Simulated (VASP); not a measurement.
Level of theory: revPBE GGA + U (Dudarev), VASP's PBE PAW potentials (set 64) (plane waves; VASP).

A VASP calculation is set up with these files.

POSCAR:
```
FeO
1
    4.2936280000     2.1468140000     2.1468140000
    2.1468140000     4.2936280000     2.1468140000
    2.1468140000     2.1468140000     4.2936280000
Fe O
2 2
Direct
  0.0000000000   0.0000000000   0.0000000000
  0.5000000000   0.5000000000   0.5000000000
  0.2500000000   0.2500000000   0.2500000000
  0.7500000000   0.7500000000   0.7500000000
```

INCAR:
```
ISMEAR = 0   ! Gaussian
LDAUTYPE = 2
SYSTEM = FeO
ENCUT = 400   ! plane-wave cut-off (eV)
GGA = RE   ! revPBE
PREC = Accurate
LCHARG = .FALSE.
LDAUL = 2 -1
LDAUU = 5.3 0
LWAVE = .FALSE.
ISIF = 2   ! forces and stress, cell fixed
LORBIT = 11
LMAXMIX = 4   ! l cut-off of mixed one-centre charges
LDAUJ = 0 0
SIGMA = 0.02   ! width (eV)
MAGMOM = 4.0 -4.0 2*0.0
EDIFF = 1E-6   ! SCF stop (eV)
LASPH = .TRUE.
LREAL = .FALSE.   ! projection in real space or not
ALGO = Normal   ! blocked Davidson
ISPIN = 2   ! spin-polarised
NELM = 100   ! most electronic steps
LDAU = .TRUE.
```

KPOINTS:
```
Automatic
0
Gamma
7 7 7
```

POTCAR, in this order: Fe O (PBE.64 set). Program: vasp_std.

Output of the run:

OUTCAR:
```
 ion  position               nearest neighbor table
   1  0.000  0.000  0.000-   4 2.15   4 2.15   4 2.15   3 2.15   3 2.15   3 2.15   2 3.04   2 3.04
                             2 3.04   2 3.04   2 3.04   2 3.04
   2  0.500  0.500  0.500-   3 2.15   3 2.15   3 2.15   4 2.15   4 2.15   4 2.15   1 3.04   1 3.04
                             1 3.04   1 3.04   1 3.04   1 3.04
   3  0.250  0.250  0.250-   1 2.15   1 2.15   1 2.15   2 2.15   2 2.15   2 2.15
   4  0.750  0.750  0.750-   2 2.15   2 2.15   2 2.15   1 2.15   1 2.15   1 2.15
  LATTYP: Found a trigonal (rhomboedric) cell.
 ALAT       =     5.2585988727
 COS(alpha) =     0.8333333333
 Subroutine PRICEL returns following result:
  LATTYP: Found a face centered cubic cell.
 ALAT       =     4.2936280000
 Subroutine GETGRP returns: Found 12 space group operations
The static configuration has the point symmetry D_3d.
The dynamic configuration has the point symmetry D_3d.
The overall configuration has the point symmetry D_3d.
 Subroutine INISYM returns: Found 12 space group operations
 Subroutine IBZKPT returns following result:
 Found     44 irreducible k-points:

 Following reciprocal coordinates:
            Coordinates               Weight
  0.000000  0.000000  0.000000      1.000000
  0.142857  0.000000  0.000000      6.000000
  0.285714 -0.000000 -0.000000      6.000000
  0.428571  0.000000  0.000000      6.000000
  0.142857  0.142857 -0.000000      6.000000
  0.285714  0.142857  0.000000     12.000000
  0.428571  0.142857  0.000000     12.000000
 -0.428571  0.142857  0.000000     12.000000
 -0.285714  0.142857  0.000000     12.000000
 -0.142857  0.142857  0.000000      6.000000
  0.285714  0.285714  0.000000      6.000000
  0.428571  0.285714  0.000000     12.000000
 -0.428571  0.285714  0.000000     12.000000
 -0.285714  0.285714  0.000000      6.000000
  0.428571  0.428571  0.000000      6.000000
 -0.428571  0.428571  0.000000      6.000000
  0.142857  0.142857  0.142857      2.000000
...
```

OSZICAR:
```
       N       E                     dE             d eps       ncg     rms          rms(c)
DAV:   1     0.237615665715E+03    0.23762E+03   -0.12144E+04  3216   0.157E+03
DAV:   2     0.109176187055E+02   -0.22670E+03   -0.22036E+03  3178   0.376E+02
DAV:   3    -0.267482894497E+02   -0.37666E+02   -0.36591E+02  4516   0.164E+02
DAV:   4    -0.282944737392E+02   -0.15462E+01   -0.15154E+01  4250   0.350E+01
DAV:   5    -0.283483682813E+02   -0.53895E-01   -0.53113E-01  4338   0.488E+00    0.247E+01
DAV:   6    -0.231882138772E+02    0.51602E+01   -0.71846E+01  5558   0.131E+02    0.317E+01
DAV:   7    -0.233524662863E+02   -0.16425E+00   -0.57263E+00  4182   0.464E+01    0.167E+01
DAV:   8    -0.234662239202E+02   -0.11376E+00   -0.23261E+00  5262   0.196E+01    0.108E+01
DAV:   9    -0.235742091741E+02   -0.10799E+00   -0.54047E-01  5104   0.973E+00    0.130E+00
DAV:  10    -0.236172198079E+02   -0.43011E-01   -0.12068E-01  5280   0.749E+00    0.446E-01
DAV:  11    -0.236274215569E+02   -0.10202E-01   -0.24354E-02  4574   0.213E+00    0.305E-01
DAV:  12    -0.236314785494E+02   -0.40570E-02   -0.39147E-03  4804   0.134E+00    0.193E-01
DAV:  13    -0.236341712237E+02   -0.26927E-02   -0.56136E-03  4782   0.847E-01    0.108E-01
DAV:  14    -0.236346291505E+02   -0.45793E-03   -0.18602E-03  4684   0.530E-01    0.612E-02
DAV:  15    -0.236346969139E+02   -0.67763E-04   -0.13359E-04  4034   0.125E-01    0.353E-02
DAV:  16    -0.236347406929E+02   -0.43779E-04   -0.13182E-04  4772   0.114E-01    0.131E-02
DAV:  17    -0.236347427263E+02   -0.20333E-05   -0.89084E-06  4142   0.344E-02    0.574E-03
DAV:  18    -0.236347435621E+02   -0.83584E-06   -0.84669E-06  4090   0.329E-02
   1 F= -.23634744E+02 E0= -.23634351E+02  d E =-.786094E-03  mag=    -0.0000
```

### OUTCAR
```
------------------------ aborting loop because EDIFF is reached ----------------------------------------
  FORCE on cell =-STRESS in cart. coord.  units (eV):
  Direction    XX          YY          ZZ          XY          YZ          ZX
  --------------------------------------------------------------------------------------
  Total        0.9726390      0.9726390      0.9726390      0.4717381      0.4717381      0.4717381
  in kB       39.3748599     39.3748599     39.3748599     19.0971380     19.0971380     19.0971380
  external PRESSURE =      39.3748599 kB  Pullay stress =       0.0000000 kB
  volume of cell :       39.58
      direct lattice vectors                 reciprocal lattice vectors
     4.293628000  2.146814000  2.146814000     0.349354905 -0.116451635 -0.116451635
     2.146814000  4.293628000  2.146814000    -0.116451635  0.349354905 -0.116451635
     2.146814000  2.146814000  4.293628000    -0.116451635 -0.116451635  0.349354905
 POSITION                                       TOTAL-FORCE (eV/Angst)
 -----------------------------------------------------------------------------------
      0.00000      0.00000      0.00000        -0.000000     -0.000000     -0.000000
      4.29363      4.29363      4.29363         0.000000     -0.000000     -0.000000
      2.14681      2.14681      2.14681         0.000000      0.000000      0.000000
      6.44044      6.44044      6.44044        -0.000000      0.000000      0.000000
 -----------------------------------------------------------------------------------
    total drift:                                0.000000      0.000000      0.000000
  FREE ENERGIE OF THE ION-ELECTRON SYSTEM (eV)
  ---------------------------------------------------
  free  energy   TOTEN  =       -23.6347435621 eV

  energy  without entropy=      -23.6339574679  energy(sigma->0) =      -23.63435052

 total charge

# of ion       s       p       d       tot
------------------------------------------
    1        0.292   0.371   6.128   6.791
    2        0.292   0.371   6.128   6.791
    3        1.583   3.490   0.000   5.073
    4        1.583   3.490   0.000   5.073
--------------------------------------------------
tot          3.751   7.722  12.257  23.729

 magnetization (x)

# of ion       s       p       d       tot
------------------------------------------
    1        0.011   0.011   3.763   3.785
    2       -0.011  -0.011  -3.763  -3.785
    3        0.000   0.000   0.000   0.000
    4        0.000   0.000   0.000   0.000
--------------------------------------------------
tot          0.000   0.000   0.000   0.000
```
(Selected blocks of OUTCAR.)

At this cut-off the stress carries a Pulay error, which pulls relaxed volumes low.

The structure is a typed FeO crystal. The cell was not relaxed at this level. The k-mesh is coarse (spacing up to 0.35 per Å, 2π included), so the numbers may not be converged in it. A gapless solution with U can be a metastable orbital state.
